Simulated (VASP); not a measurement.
# Quasiparticle energies of CuI (Marshite) in VASP, part 5 of 6

Aim: the quasiparticle gap of CuI (Marshite), and what it costs to get it. The cell is of the zinc-blende type, one of the forms listed for this formula. The start is a cell from a database of measured crystal structures.

VASP 6.6.1, plane waves and PAW; the level of theory is named at each step.

So far, quasiparticle gap on the mesh (eV): step 4 (evGW0, evGW0 on PBE) 2.40; step 5 (QPGW0, QPGW0 on PBE) 2.71. Also gap on the k-mesh (eV): step 3 (empty bands, functional PBE) 1.11.

The database entry behind the starting cell differs from later determinations by our own check (about 0.15 % long (mineral sample)), so it need not match the best structure at ambient conditions.

## 6. Orbitals for another starting point

This step: PBE; plane waves and PAW (Cu_GW, I_GW) (VASP 6.6.1).

A hybrid converges faster from good orbitals, so a cheap PBE run writes WAVECAR first.

Input file INCAR:

```
SYSTEM = CuI
PREC = Accurate
ENCUT = 440
EDIFF = 1E-05
NELM = 100
ISMEAR = 0
SIGMA = 0.01
LREAL = .FALSE.
ALGO = Normal
GGA = PE
NBANDS = 15
LORBIT = 11
LWAVE = .TRUE.
LCHARG = .FALSE.
KPAR = 8
```

Input file POSCAR:

```
CuI
1.0
    0.0000000000      3.0315000000      3.0315000000
    3.0315000000      0.0000000000      3.0315000000
    3.0315000000      3.0315000000      0.0000000000
Cu I
1 1
Direct
    0.2500000000      0.2500000000      0.2500000000
    0.0000000000      0.0000000000      0.0000000000
```

Input file KPOINTS:

```
Automatic mesh
0
Gamma
6 6 6
0 0 0
```

PAW data sets: Cu_GW and I_GW (PBE family, release 64).

The run is started by

```
> mpirun -np 8 vasp_std
```

Log:

```text
[banner, memory and clock lines left out]
running    8 mpi-ranks, on    1 nodes
 distrk:  each k-point on    1 cores,    8 groups
 distr:  one band on    1 cores,    1 groups

 POSCAR found type information on POSCAR CuI
 POSCAR found :  2 types and       2 ions
 [... a notice as in an earlier step ...]

 LDA part: xc-table for (Slater+PW92), standard interpolation
 POSCAR, INCAR and KPOINTS ok, starting setup
 FFT: planning ... GRIDC
 FFT: planning ... GRID_SOFT
 FFT: planning ... GRID
 WAVECAR not read
 entering main loop
       N       E                     dE             d eps       ncg     rms          rms(c)
[... 11 cycles as in an earlier step ...]
DAV:  12    -0.557424308203E+01   -0.29191E-05   -0.55181E-06   471   0.213E-02
   1 F= -.55742431E+01 E0= -.55742431E+01  d E =-.902654E-14
 writing wavefunctions
```

The job ended after 3.4 s (8 MPI ranks of Intel Xeon 6975P-C (Granite Rapids), shared host; peak memory 1.3 GiB; 21 s of CPU time).

Parts of OUTCAR (step 6):

```text
   NELECT =      18.0000    total number of electrons

 E-fermi :   4.0129

 k-point     1 :       0.0000    0.0000    0.0000
  band No.  band energies     occupation
    ...
      5       2.1150      2.00000
      6       2.1150      2.00000
      7       3.9650      2.00000
      8       3.9650      2.00000
      9       3.9650      2.00000
     10       5.0765      0.00000
     11       8.8505      0.00000
     12       8.8505      0.00000
     13       8.8505      0.00000
     14      12.1298      0.00000
    ...

  Total        0.0349666      0.0349666      0.0349666      0.0000000     -0.0000000      0.0000000
  in kB        1.0054527      1.0054527      1.0054527      0.0000000     -0.0000000      0.0000000
  external PRESSURE =       1.0054527 kB  Pullay stress =       0.0000000 kB

 POSITION                                       TOTAL-FORCE (eV/Angst)
 -----------------------------------------------------------------------------------
      1.51575      1.51575      1.51575         0.000000      0.000000     -0.000000
      0.00000      0.00000      0.00000        -0.000000     -0.000000      0.000000
 -----------------------------------------------------------------------------------
    total drift:                                0.000002      0.000002      0.000002

  FREE ENERGIE OF THE ION-ELECTRON SYSTEM (eV)
  ---------------------------------------------------
  free  energy   TOTEN  =        -5.5742430820 eV

  energy  without entropy=       -5.5742430820  energy(sigma->0) =       -5.57424308

[... 8 parts as in an earlier step ...]

[... 9 further parts left out ...]
```

This step gave:

```
pressure : 0.1005 GPa
```

The run ends at a pressure of 0.10 GPa.

## 7. Another starting point

This step: HSE06; plane waves and PAW (Cu_GW, I_GW) (VASP 6.6.1).

To see how much the result owes to its start, the ground state is made again with HSE06. EDIFF is tight for accurate orbitals, and a narrow smearing avoids fractional occupations.

Input file INCAR:

```
SYSTEM = CuI
PREC = Accurate
ENCUT = 440
EDIFF = 1E-08
NELM = 100
ISMEAR = 0
SIGMA = 0.01
LREAL = .FALSE.
ALGO = Normal
LHFCALC = .TRUE.
AEXX = 0.25
GGA = PE
HFSCREEN = 0.2
LASPH = .TRUE.
NBANDS = 15
PRECFOCK = Fast
LORBIT = 11
LWAVE = .TRUE.
LCHARG = .FALSE.
KPAR = 8
```

POSCAR is that of step 6.

KPOINTS is that of step 6.

The run starts from files that an earlier step left in the folder.

The run is started by

```
> mpirun -np 8 vasp_std
```

Log:

```text
[banner, memory and clock lines left out]
running    8 mpi-ranks, on    1 nodes
 distrk:  each k-point on    1 cores,    8 groups
 distr:  one band on    1 cores,    1 groups

 POSCAR found type information on POSCAR CuI
 POSCAR found :  2 types and       2 ions
 [... a notice as in an earlier step ...]

 LDA part: xc-table for (Slater+PW92), standard interpolation
 found WAVECAR, reading the header
 POSCAR, INCAR and KPOINTS ok, starting setup
 FFT: planning ... GRIDC
 FFT: planning ... GRID_SOFT
 FFT: planning ... GRID
 reading WAVECAR
 the WAVECAR file was read successfully
 initial charge from wavefunction
 entering main loop
       N       E                     dE             d eps       ncg     rms          rms(c)
DAV:   1    -0.651009069360E+01   -0.65101E+01   -0.70338E-01   663   0.185E+01    0.198E+00
DAV:   2    -0.643886401020E+01    0.71227E-01   -0.51736E-01   564   0.203E+01    0.135E+00
DAV:   3    -0.644767530389E+01   -0.88113E-02   -0.35804E-02   557   0.208E+00    0.742E-01
DAV:   4    -0.644655313376E+01    0.11222E-02   -0.86101E-03   630   0.234E+00    0.258E-01
DAV:   5    -0.644644936378E+01    0.10377E-03   -0.13560E-03   705   0.686E-01    0.191E-01
DAV:   6    -0.644642508571E+01    0.24278E-04   -0.10711E-04   766   0.136E-01    0.124E-01
DAV:   7    -0.644640627399E+01    0.18812E-04   -0.22665E-05   613   0.120E-01    0.646E-02
DAV:   8    -0.644640107386E+01    0.52001E-05   -0.24843E-06   691   0.153E-02    0.384E-02
DAV:   9    -0.644639956827E+01    0.15056E-05   -0.11741E-06   700   0.126E-02    0.234E-02
DAV:  10    -0.644639929815E+01    0.27011E-06   -0.42743E-07   686   0.694E-03    0.135E-02
DAV:  11    -0.644639928112E+01    0.17037E-07   -0.14962E-07   684   0.321E-03    0.792E-03
DAV:  12    -0.644639935479E+01   -0.73672E-07   -0.70711E-08   637   0.193E-03    0.472E-03
DAV:  13    -0.644639941657E+01   -0.61783E-07   -0.37130E-08   620   0.158E-03    0.275E-03
DAV:  14    -0.644639945389E+01   -0.37315E-07   -0.16636E-08   548   0.913E-04    0.163E-03
DAV:  15    -0.644639947145E+01   -0.17559E-07   -0.80836E-09   453   0.682E-04    0.963E-04
DAV:  16    -0.644639947682E+01   -0.53783E-08   -0.47050E-09   429   0.501E-04
   1 F= -.64463995E+01 E0= -.64463995E+01  d E =-.188687E-18
 writing wavefunctions
```

The job ended after 3.1 min (8 MPI ranks; peak memory 2.2 GiB).

From OUTCAR (step 7):

```text
   k-points           NKPTS =     16   k-points in BZ     NKDIM =    216   number of bands    NBANDS=     15

   NELECT =      18.0000    total number of electrons

  exchange ACFDT corr.  =         0.00000000  see jH, gK, PRB 81, 115126

 E-fermi :   3.0438

 k-point     1 :       0.0000    0.0000    0.0000
  band No.  band energies     occupation
    ...
      5       0.4985      2.00000
      6       0.4985      2.00000
      7       2.9858      2.00000
      8       2.9858      2.00000
      9       2.9858      2.00000
     10       5.5944      0.00000
     11       9.3481      0.00000
     12       9.3481      0.00000
     13       9.3481      0.00000
     14      12.8769      0.00000
    ...

 POSITION                                       TOTAL-FORCE (eV/Angst)
 -----------------------------------------------------------------------------------
      1.51575      1.51575      1.51575         0.000000      0.000000      0.000000
      0.00000      0.00000      0.00000        -0.000000     -0.000000     -0.000000
 -----------------------------------------------------------------------------------
    total drift:                               -0.000004     -0.000000     -0.000000

  FREE ENERGIE OF THE ION-ELECTRON SYSTEM (eV)
  ---------------------------------------------------
  free  energy   TOTEN  =        -6.4463994768 eV

  energy  without entropy=       -6.4463994768  energy(sigma->0) =       -6.44639948

[... 7 parts as in an earlier step ...]

[... 9 further parts left out ...]
```

The PAW data sets were made with PBE, which is usual practice but a small mismatch for other functionals.

Numbers from this step:

```
free energy (TOTEN)            : -6.446 eV
Fermi energy                   : 3.044 eV
gap on the k-mesh              : 2.609 eV
least direct gap on the k-mesh : 2.609 eV
```

## 8. Empty bands, functional HSE06

ALGO = Exact makes the empty bands from the converged ground state in one step. LOPTICS writes the k-derivatives of the orbitals (WAVEDER), which give the long-wavelength limit of the screening.

Input file INCAR:

```
SYSTEM = CuI
PREC = Accurate
ENCUT = 440
ISMEAR = 0
SIGMA = 0.01
LREAL = .FALSE.
LHFCALC = .TRUE.
AEXX = 0.25
GGA = PE
HFSCREEN = 0.2
LASPH = .TRUE.
NBANDS = 360
PRECFOCK = Fast
ALGO = Exact
NELM = 1
LWAVE = .TRUE.
LCHARG = .FALSE.
LOPTICS = .TRUE.
NEDOS = 1000
CSHIFT = 0.1
```

POSCAR is that of step 7.

KPOINTS is that of step 7.

The WAVECAR or CHGCAR of an earlier step is read.

The run is started by

```
> mpirun -np 8 vasp_std
```

Log:

```text
[... set-up lines as in an earlier step ...]
 entering main loop
       N       E                     dE             d eps       ncg     rms          rms(c)
DIA:   1    -0.644639947840E+01   -0.64464E+01    0.00000E+00     0   0.000E+00
   1 F= -.64463995E+01 E0= -.64463995E+01  d E =-.217000E-14
 writing wavefunctions
 optical routines
 imaginary and real dielectric function
 recalculating local potential from charge density
 direction            1
 direction            2
 direction            3
```

Elapsed: 20 min, on 8 MPI ranks; peak memory 3 GiB.

From OUTCAR (step 8):

```text
 POSITION                                       TOTAL-FORCE (eV/Angst)
 -----------------------------------------------------------------------------------
      1.51575      1.51575      1.51575         0.000000     -0.000000      0.000000
      0.00000      0.00000      0.00000        -0.000000      0.000000     -0.000000
 -----------------------------------------------------------------------------------
    total drift:                               -0.000001      0.000001      0.000001

  FREE ENERGIE OF THE ION-ELECTRON SYSTEM (eV)
  ---------------------------------------------------
  free  energy   TOTEN  =        -6.4463994784 eV

  energy  without entropy=       -6.4463994784  energy(sigma->0) =       -6.44639948

[... 2 parts as in an earlier step ...]

[... 1 further part left out ...]
[key lines of the parts left out:]
E-fermi :   3.0352
```

[end of part 5 of 6]

[Lines on the potential files, build, host, timing and source positions are cut from VASP's logs without a mark.]

[Logs are printed without paths, hosts, clocks, repeated set-up lines and the standing remarks that a program may print on its own settings, such as how far it seeks lower states.]

[Hosts, paths, dates, database ids (printed as entryN), source tags and the programs' standing remarks are cut or masked in the printed files.]

[Pressures printed for these runs are not shown converged in the cutoff: they can be off by several GPa and have the wrong sign.]
